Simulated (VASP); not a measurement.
# Lattice of CoSi2, functional by functional

Which functional gives which lattice for CoSi2? The starting structure is a measured crystal structure from the Crystallography Open Database. The first relaxation on each setting starts from this cell expanded by 3 % in volume.

Program: VASP 6.6.1. Level of theory: Kohn-Sham DFT with plane waves and PAW; PBEsol, LDA, PBE, PBEsol + D3(BJ), r2SCAN, r2SCAN + rVV10, rev-vdW-DF2 and BLYP. Results are calculated unless marked as measured.

**1. Set-up**

The structure is cubic, space group Fm-3m (No. 225). The conventional cell has a = 5.365 Å, b = 5.365 Å, c = 5.365 Å, α = 90.00°, β = 90.00°, γ = 90.00°. Nearest to Co lie 8 Si at 2.32 Å. Nearest to Si lie 4 Co at 2.32 Å. Farther neighbours are not listed.

Coordinates:

```cif
data_structure
_symmetry_space_group_name_H-M 'Fm-3m'
_symmetry_Int_Tables_number 225
_cell_length_a 5.3650
_cell_length_b 5.3650
_cell_length_c 5.3650
_cell_angle_alpha 90.000
_cell_angle_beta 90.000
_cell_angle_gamma 90.000
_cell_volume 154.42
loop_
_atom_site_label
_atom_site_type_symbol
_atom_site_symmetry_multiplicity
_atom_site_Wyckoff_symbol
_atom_site_fract_x
_atom_site_fract_y
_atom_site_fract_z
_atom_site_occupancy
Co1 Co 4 a 0.00000 0.00000 0.00000 1
Si1 Si 8 c 0.25000 0.25000 0.75000 1
```

**2. Relaxation with PBEsol**

PBEsol restores the gradient expansion of exchange and is tuned for the cells of solids. This run starts from the cell of an earlier relaxation, which isn't shown; the restart sets up the plane waves anew.

Input file INCAR:

```
SYSTEM = CoSi2
PREC = Accurate
ENCUT = 450
EDIFF = 1E-06
NELM = 100
ISMEAR = 0
SIGMA = 0.05
LREAL = .FALSE.
ALGO = Normal
GGA = PS
NBANDS = 16
ISPIN = 2
MAGMOM = 0 0 0
LASPH = .TRUE.
LMAXMIX = 4
LORBIT = 11
LWAVE = .FALSE.
LCHARG = .FALSE.
KPAR = 8
IBRION = 2
NSW = 50
ISIF = 3
EDIFFG = -0.006
```

Input file POSCAR:

```
CoSi2
1.0
    0.0000000000      2.6561501424      2.6561501424
    2.6561501424      0.0000000000      2.6561501424
    2.6561501424      2.6561501424      0.0000000000
Co Si
1 2
Direct
    0.0000000000      0.0000000000      0.0000000000
    0.7500000000      0.7500000000      0.7500000000
    0.2500000000      0.2500000000      0.2500000000
```

Input file KPOINTS:

```
Automatic mesh
0
Gamma
12 12 12
0 0 0
```

PAW data sets: Co and Si (PBE family, release 64).

Started as:

```console
mpirun -np 8 vasp_std
```

What it wrote:

```text
[banner, memory and clock lines left out]
running    8 mpi-ranks, on    1 nodes
 distrk:  each k-point on    1 cores,    8 groups
 distr:  one band on    1 cores,    1 groups

 POSCAR found type information on POSCAR CoSi
 POSCAR found :  2 types and       3 ions
|                                                                             |
|           W    W    AA    RRRRR   N    N  II  N    N   GGGG   !!!           |
|           W    W   A  A   R    R  NN   N  II  NN   N  G    G  !!!           |
|           W    W  A    A  R    R  N N  N  II  N N  N  G       !!!           |
|           W WW W  AAAAAA  RRRRR   N  N N  II  N  N N  G  GGG   !            |
|           WW  WW  A    A  R   R   N   NN  II  N   NN  G    G                |
|           W    W  A    A  R    R  N    N  II  N    N   GGGG   !!!           |
|                                                                             |
|     For optimal performance we recommend to set                             |
|       NCORE = 2 up to number-of-cores-per-socket                            |
|     NCORE specifies how many cores store one orbital (NPAR=cpu/NCORE).      |
|     This setting can greatly improve the performance of VASP for DFT.       |
|     The default, NCORE=1 might be grossly inefficient on modern             |
|     multi-core architectures or massively parallel machines. Do your        |
|     Unfortunately you need to use the default for GW and RPA                |
|     calculations (for HF NCORE is supported but not extensively tested      |
|     yet).                                                                   |
|                                                                             |

|                                                                             |
|               ----> ADVICE to this user running VASP <----                  |
|                                                                             |
|     You enforced a specific xc type in the INCAR file but a different       |
|     [... a line on the potential file left out ...]
|     I HOPE YOU KNOW WHAT YOU ARE DOING!                                     |
|                                                                             |

 LDA part: xc-table for (Slater+PW92), standard interpolation
 POSCAR, INCAR and KPOINTS ok, starting setup
 FFT: planning ... GRIDC
 FFT: planning ... GRID_SOFT
 FFT: planning ... GRID
 WAVECAR not read
 entering main loop
       N       E                     dE             d eps       ncg     rms          rms(c)
DAV:   1     0.532350198412E+02    0.53235E+02   -0.62024E+03  4664   0.905E+02
DAV:   2    -0.197848784919E+02   -0.73020E+02   -0.64693E+02  5128   0.189E+02
DAV:   3    -0.225668677048E+02   -0.27820E+01   -0.27346E+01  6104   0.413E+01
DAV:   4    -0.226142919621E+02   -0.47424E-01   -0.47404E-01  5488   0.525E+00
DAV:   5    -0.226157467084E+02   -0.14547E-02   -0.14547E-02  6080   0.946E-01    0.155E+01
DAV:   6    -0.262432466846E+02   -0.36275E+01   -0.26174E+01  4896   0.107E+02    0.178E+01
DAV:   7    -0.210355113654E+02    0.52077E+01   -0.11789E+01  5808   0.830E+01    0.343E+00
DAV:   8    -0.210216928806E+02    0.13818E-01   -0.77260E-01  5536   0.560E+00    0.193E+00
DAV:   9    -0.209845006133E+02    0.37192E-01   -0.87630E-02  5488   0.552E+00    0.497E-01
DAV:  10    -0.209841563761E+02    0.34424E-03   -0.63989E-03  6512   0.123E+00    0.126E-01
DAV:  11    -0.209839957189E+02    0.16066E-03   -0.72299E-04  6280   0.479E-01    0.401E-02
DAV:  12    -0.209840081399E+02   -0.12421E-04   -0.42591E-05  5328   0.456E-02    0.150E-02
DAV:  13    -0.209840062293E+02    0.19106E-05   -0.36667E-06  6128   0.310E-02    0.662E-03
DAV:  14    -0.209840062775E+02   -0.48178E-07   -0.43660E-07  2664   0.656E-03
   1 F= -.20984006E+02 E0= -.20983375E+02  d E =-.209840E+02  mag=     0.0000
 curvature:   0.00 expect dE= 0.000E+00 dE for cont linesearch  0.000E+00
 trial: gam= 0.00000 g(F)=  0.703E-45 g(S)=  0.521E-06 ort = 0.000E+00 (trialstep = 0.100E+01)
 search vector abs. value=  0.521E-06
 reached required accuracy - stopping structural energy minimisation
```

Run time: 8.8 s. Hardware: 8 MPI ranks of AMD EPYC 9R45, shared host; peak memory 1.5 GiB; 66 s of CPU time.

Lines that name or quote the potential files are left out of all logs, and their timing lines are given in words.

From OUTCAR (step 2):

```text
ion  position               nearest neighbor table
   1  0.000  0.000  0.000-   2 2.30   3 2.30   2 2.30   2 2.30   2 2.30   3 2.30   3 2.30   3 2.30

  LATTYP: Found a face centered cubic cell.
 ALAT       =     5.3123002848

 Subroutine GETGRP returns: Found 48 space group operations
 (whereof 48 operations were pure point group operations)

The static configuration has the point symmetry O_h .

 Found     72 irreducible k-points:

   k-points           NKPTS =     72   k-points in BZ     NKDIM =     72   number of bands    NBANDS=     16

   dimension x,y,z NGX =    28 NGY =   28 NGZ =   28
   dimension x,y,z NGXF=    56 NGYF=   56 NGZF=   56

   ENCUT  =  450.0 eV  33.07 Ry    5.75 a.u.   6.50  6.50  6.50*2*pi/ulx,y,z

   NELECT =      17.0000    total number of electrons

 k-points in reciprocal lattice and weights: Automatic mesh
   0.00000000  0.00000000  0.00000000       0.001
   0.08333333  0.00000000  0.00000000       0.005
   0.16666667  0.00000000  0.00000000       0.005
   0.25000000  0.00000000  0.00000000       0.005
   0.33333333  0.00000000  0.00000000       0.005
   0.41666667  0.00000000  0.00000000       0.005
   0.50000000  0.00000000  0.00000000       0.002
   0.08333333  0.08333333  0.00000000       0.003
   0.16666667  0.08333333  0.00000000       0.014
[...]
-0.33333333  0.50000000  0.16666667       0.007
  -0.25000000  0.50000000  0.25000000       0.003

 average (electrostatic) potential at core
       1 -77.7806       2 -78.8361       3 -78.8361

 E-fermi :  10.3158

 spin component 1
 k-point     1 :       0.0000    0.0000    0.0000
  band No.  band energies     occupation
    ...
      2       6.1378      1.00000
      3       6.1378      1.00000
      4       6.1378      1.00000
      5       8.3421      1.00000
      6       8.3421      1.00000
      7      11.3655      0.00000
      8      13.7644      0.00000
      9      13.7644      0.00000
     10      13.7644      0.00000
     11      13.8570      0.00000
    ...

 k-point     2 :       0.0833    0.0000    0.0000
  band No.  band energies     occupation
    ...
      2       5.8863      1.00000
      3       6.1762      1.00000
      4       6.1762      1.00000
      5       8.3091      1.00000
      6       8.3091      1.00000
      7      11.3914      0.00000
      8      12.3962      0.00000
      9      13.0495      0.00000
     10      13.0495      0.00000
     11      14.6121      0.00000
    ...

 k-point     3 :       0.1667    0.0000    0.0000
  band No.  band energies     occupation
    ...
      2       5.2068      1.00000
      3       6.2812      1.00000
      4       6.2812      1.00000
      5       8.2372      1.00000
      6       8.2372      1.00000
      7      10.5092      0.00000
      8      12.3097      0.00000
      9      12.3097      0.00000
     10      12.3239      0.00000
     11      14.7728      0.00000
    ...

 k-point     4 :       0.2500    0.0000    0.0000
  band No.  band energies     occupation
    ...
      3       6.4207      1.00000
      4       6.4207      1.00000
      5       8.1965      1.00000
      6       8.1965      1.00000
      7       9.4276      1.00000
      8      11.5494      0.00000
      9      11.5494      0.00000
     10      12.7753      0.00000
     11      14.3362      0.00000
     12      14.3362      0.00000
    ...

 k-point     5 :       0.3333    0.0000    0.0000
  band No.  band energies     occupation
    ...
      3       6.5430      1.00000
      4       6.5430      1.00000
      5       8.2690      1.00000
      6       8.2690      1.00000
      7       8.6619      1.00000
      8      10.8002      0.00000
      9      10.8002      0.00000
     10      13.0454      0.00000
     11      14.0354      0.00000
     12      14.0354      0.00000
    ...

 k-point     6 :       0.4167    0.0000    0.0000
  band No.  band energies     occupation
    ...
      5       8.2237      1.00000
      6       8.4745      1.00000
      7       8.4745      1.00000
      8      10.1592      1.00000
      9      10.1592      1.00000
     10      13.0823      0.00000
     11      13.8767      0.00000
     12      13.8767      0.00000
     13      14.8661      0.00000
     14      19.8366      0.00000
    ...

  Total        0.0032850      0.0032850      0.0032850      0.0000000      0.0000000     -0.0000000
  in kB        0.1404292      0.1404292      0.1404292      0.0000000      0.0000000     -0.0000000
  external PRESSURE =       0.1404292 kB  Pullay stress =       0.0000000 kB

  energy-cutoff  :      450.00
  volume of cell :       37.48
      direct lattice vectors                 reciprocal lattice vectors
     0.000000000  2.656150142  2.656150142    -0.188242371  0.188242371  0.188242371
     2.656150142  0.000000000  2.656150142     0.188242371 -0.188242371  0.188242371
     2.656150142  2.656150142  0.000000000     0.188242371  0.188242371 -0.188242371

 POSITION                                       TOTAL-FORCE (eV/Angst)
 -----------------------------------------------------------------------------------
      0.00000      0.00000      0.00000        -0.000000     -0.000000     -0.000000
      3.98423      3.98423      3.98423         0.000000     -0.000000      0.000000
      1.32808      1.32808      1.32808        -0.000000      0.000000     -0.000000
 -----------------------------------------------------------------------------------
    total drift:                               -0.000000     -0.000000      0.000000

  FREE ENERGIE OF THE ION-ELECTRON SYSTEM (eV)
  ---------------------------------------------------
  free  energy   TOTEN  =       -20.9840062775 eV

  energy  without entropy=      -20.9827438647  energy(sigma->0) =      -20.98337507

 reached required accuracy - stopping structural energy minimisation

 total charge
# of ion       s       p       d       tot
------------------------------------------
    1        0.557   0.751   7.626   8.935
    2        0.717   0.887   0.000   1.603
    3        0.717   0.887   0.000   1.603
--------------------------------------------------
tot          1.990   2.525   7.626  12.142

 magnetization (x)
# of ion       s       p       d       tot
------------------------------------------
    1        0.000  -0.000   0.000   0.000
    2        0.000   0.000   0.000   0.000
    3        0.000   0.000   0.000   0.000
--------------------------------------------------
tot          0.000   0.000   0.000   0.000

[... 1 further part left out ...]
```

This run allows spin, but its moments start at zero, where symmetry between the spins tends to hold them, although Co can carry a moment. Its electron count is odd, so without a moment it is a metal by construction. The PAW data sets were made with PBE, which is usual practice but a small mismatch for other functionals. The run keeps the 48 symmetry operations of its start, so it cannot find a distortion of lower symmetry.

With PBEsol the relaxed cell holds 12.493 Å³ an atom, -2.92 % against the measured cell, with a = 5.312 Å. Pressures at 0.985 and 1.015 times this volume, from two more relaxations that aren't shown, give a bulk modulus of 195.0 GPa.

**3. Relaxation with LDA**

LDA, the lowest rung, knows the local density alone. This run starts from the cell of an earlier relaxation, which isn't shown; the restart sets up the plane waves anew.

INCAR, as its differences from that of step 2:

```diff
@@ -9,3 +9,3 @@
 ALGO = Normal
-GGA = PS
+GGA = CA
 NBANDS = 16
```

Input file POSCAR:

```
CoSi2
1.0
    0.0000000000      2.6378287119      2.6378287119
    2.6378287119      0.0000000000      2.6378287119
    2.6378287119      2.6378287119      0.0000000000
Co Si
1 2
Direct
    0.0000000000      0.0000000000      0.0000000000
    0.7500000000      0.7500000000      0.7500000000
    0.2500000000      0.2500000000      0.2500000000
```

KPOINTS is that of step 2.

Potentials, in the order of the species: Co and Si (LDA family, release 64).

Started as:

```console
mpirun -np 8 vasp_std
```

What it wrote:

```text
[banner, memory and clock lines left out]
running    8 mpi-ranks, on    1 nodes
[...]
[... a notice as in an earlier step ...]

 LDA part: xc-table for (Slater(with rela. corr.)+CA(PZ))
 , standard interpolation
 POSCAR, INCAR and KPOINTS ok, starting setup
[...]
entering main loop
       N       E                     dE             d eps       ncg     rms          rms(c)
DAV:   1     0.534956500878E+02    0.53496E+02   -0.61943E+03  4656   0.918E+02
DAV:   2    -0.204167255170E+02   -0.73912E+02   -0.65913E+02  5144   0.192E+02
DAV:   3    -0.233024754527E+02   -0.28857E+01   -0.28413E+01  6016   0.425E+01
DAV:   4    -0.233538483168E+02   -0.51373E-01   -0.51353E-01  5480   0.556E+00
[...]
DAV:  11    -0.219308993521E+02    0.20766E-03   -0.85524E-04  5864   0.550E-01    0.353E-02
DAV:  12    -0.219309010059E+02   -0.16538E-05   -0.42929E-05  5832   0.525E-02    0.136E-02
DAV:  13    -0.219309002271E+02    0.77882E-06   -0.34775E-06  5472   0.316E-02
   1 F= -.21930900E+02 E0= -.21930297E+02  d E =-.219309E+02  mag=    -0.0000
[...]
reached required accuracy - stopping structural energy minimisation
```

The job ended after 7.4 s (8 MPI ranks; peak memory 1.4 GiB; 55 s of CPU time).

OUTCAR, selected parts (step 3):

```text
  Total       -0.0086174     -0.0086174     -0.0086174     -0.0000000     -0.0000000      0.0000000
  in kB       -0.3761112     -0.3761112     -0.3761112     -0.0000000     -0.0000000      0.0000000
  external PRESSURE =      -0.3761112 kB  Pullay stress =       0.0000000 kB

 POSITION                                       TOTAL-FORCE (eV/Angst)
 -----------------------------------------------------------------------------------
      0.00000      0.00000      0.00000        -0.000000     -0.000000     -0.000000
      3.95674      3.95674      3.95674        -0.000000     -0.000000      0.000000
      1.31891      1.31891      1.31891         0.000000      0.000000      0.000000
 -----------------------------------------------------------------------------------
    total drift:                               -0.000000     -0.000000      0.000000

  FREE ENERGIE OF THE ION-ELECTRON SYSTEM (eV)
  ---------------------------------------------------
  free  energy   TOTEN  =       -21.9309002271 eV

  energy  without entropy=      -21.9296937897  energy(sigma->0) =      -21.93029701

 magnetization (x)
# of ion       s       p       d       tot
------------------------------------------
    1       -0.000  -0.000  -0.000  -0.000
    2        0.000   0.000   0.000   0.000
    3        0.000   0.000   0.000   0.000
--------------------------------------------------
tot         -0.000   0.000  -0.000  -0.000

[... 2 parts as in an earlier step ...]

[... 2 further parts left out ...]
[key lines of the parts left out:]
E-fermi :  10.6088
```

With LDA the relaxed cell holds 12.236 Å³ an atom, -4.91 % against the measured cell, with a = 5.276 Å. That is -2.06 % from PBEsol. Pressures at 0.985 and 1.015 times this volume, from two more relaxations that aren't shown, give a bulk modulus of 201.9 GPa.

(Continued in part 2 of 3.)

[Lines on the potential files, build, host, timing and source positions are cut from VASP's logs without a mark.]

[Logs are printed without paths, hosts, clocks, repeated set-up lines and the standing remarks that a program may print on its own settings, such as how far it seeks lower states.]

[Hosts, paths, dates, database ids (printed as entryN), source tags and the programs' standing remarks are cut or masked in the printed files.]
